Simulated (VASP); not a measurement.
Computed with r2SCAN meta-GGA, VASP's PBE PAW potentials (set 64) (plane waves; VASP).

The input files of a VASP run:

### INCAR
```
# general
SYSTEM  = LaAg
PREC    = Accurate
ENCUT   = 400   # plane-wave cut-off (eV)
LREAL   = F   # projection in real space or not
LASPH   = T   # aspherical one-centre terms

# electronic loop
EDIFF   = 1E-6   # SCF stop (eV)
NELM    = 100   # most electronic steps
ALGO    = Normal   # blocked Davidson
LMAXMIX = 6
LMIXTAU = T

# smearing
ISMEAR  = 1   # Methfessel-Paxton
SIGMA   = 0.1

# functional
METAGGA = R2SCAN

# ions
IBRION  = 2   # conjugate gradients
NSW     = 60   # most ionic steps
ISIF    = 3   # ions, shape and volume
EDIFFG  = -0.01   # ionic stop

# output
LWAVE   = F
LCHARG  = F
```

File KPOINTS:
```
kpoints
0
gamma
  9 9 9
```

### POSCAR
```
LaAg
1.0
  3.8114134696   0.0000000000   0.0000000000
  0.0000000000   3.8114134696   0.0000000000
  0.0000000000   0.0000000000   3.8114134696
Ag La
1 1
Cart
  0.0000000000   0.0000000000   0.0000000000
  1.9057067348   1.9057067348   1.9057067348
```

POTCAR, in this order: Ag La (PBE.64 set). Program: vasp_std.

The resulting files:

OSZICAR:
```
       N       E                     dE             d eps       ncg     rms          rms(c)
DAV:   1     0.127518208500E+03    0.12752E+03   -0.79402E+03  1058   0.174E+03
DAV:   2    -0.291269656205E+02   -0.15665E+03   -0.15447E+03  1370   0.281E+02
DAV:   3    -0.578093028697E+02   -0.28682E+02   -0.27953E+02  1820   0.121E+02
DAV:   4    -0.591743118301E+02   -0.13650E+01   -0.13594E+01  1910   0.304E+01
DAV:   5    -0.592377711301E+02   -0.63459E-01   -0.62989E-01  1543   0.547E+00    0.732E+00
DAV:   6    -0.514950267109E+02    0.77427E+01   -0.17518E+01  1539   0.404E+01    0.663E+00
DAV:   7    -0.516710925359E+02   -0.17607E+00   -0.24755E+00  1721   0.150E+01    0.223E+00
DAV:   8    -0.516301455448E+02    0.40947E-01   -0.37317E-01  1717   0.510E+00    0.981E-01
DAV:   9    -0.516112910406E+02    0.18855E-01   -0.10656E-01  1712   0.317E+00    0.353E-01
DAV:  10    -0.516324763816E+02   -0.21185E-01   -0.11052E-01  1600   0.340E+00    0.217E-01
DAV:  11    -0.516512493390E+02   -0.18773E-01   -0.22705E-02  1772   0.138E+00    0.651E-02
DAV:  12    -0.516520092714E+02   -0.75993E-03   -0.22276E-03  1453   0.423E-01    0.517E-02
DAV:  13    -0.516521223088E+02   -0.11304E-03   -0.10622E-03  1829   0.294E-01    0.204E-02
DAV:  14    -0.516522560641E+02   -0.13376E-03   -0.18871E-04  1584   0.120E-01    0.159E-02
DAV:  15    -0.516522909953E+02   -0.34931E-04   -0.56724E-05  1876   0.770E-02    0.534E-03
DAV:  16    -0.516522946416E+02   -0.36463E-05   -0.48003E-06  1516   0.160E-02    0.407E-03
DAV:  17    -0.516522941734E+02    0.46811E-06   -0.16479E-06  1183   0.152E-02
   1 F= -.51652294E+02 E0= -.51651786E+02  d E =-.516523E+02
```

OUTCAR:
```
------------------------ aborting loop because EDIFF is reached ----------------------------------------
  FORCE on cell =-STRESS in cart. coord.  units (eV):
  Direction    XX          YY          ZZ          XY          YZ          ZX
  --------------------------------------------------------------------------------------
  Total        0.0147706      0.0147706      0.0147706      0.0000000     -0.0000000      0.0000000
  in kB        0.4274156      0.4274156      0.4274156      0.0000000     -0.0000000      0.0000000
  external PRESSURE =       0.4274156 kB  Pullay stress =       0.0000000 kB
  volume of cell :       55.37
      direct lattice vectors                 reciprocal lattice vectors
     3.811413470  0.000000000  0.000000000     0.262369855  0.000000000  0.000000000
     0.000000000  3.811413470  0.000000000     0.000000000  0.262369855  0.000000000
     0.000000000  0.000000000  3.811413470     0.000000000  0.000000000  0.262369855
 POSITION                                       TOTAL-FORCE (eV/Angst)
 -----------------------------------------------------------------------------------
      0.00000      0.00000      0.00000         0.000000      0.000000      0.000000
      1.90571      1.90571      1.90571         0.000000      0.000000      0.000000
 -----------------------------------------------------------------------------------
    total drift:                                0.000000     -0.000000      0.000000
  FREE ENERGIE OF THE ION-ELECTRON SYSTEM (eV)
  ---------------------------------------------------
  free  energy   TOTEN  =       -51.6522941734 eV

  energy  without entropy=      -51.6507682821  energy(sigma->0) =      -51.65178554

 reached required accuracy - stopping structural energy minimisation
```
(Selected blocks of OUTCAR.)

The structure comes from a measured LaAg entry (Pm-3m) of the Crystallography Open Database, whose conditions weren't checked. It was relaxed first. The start is the result of an earlier pass.
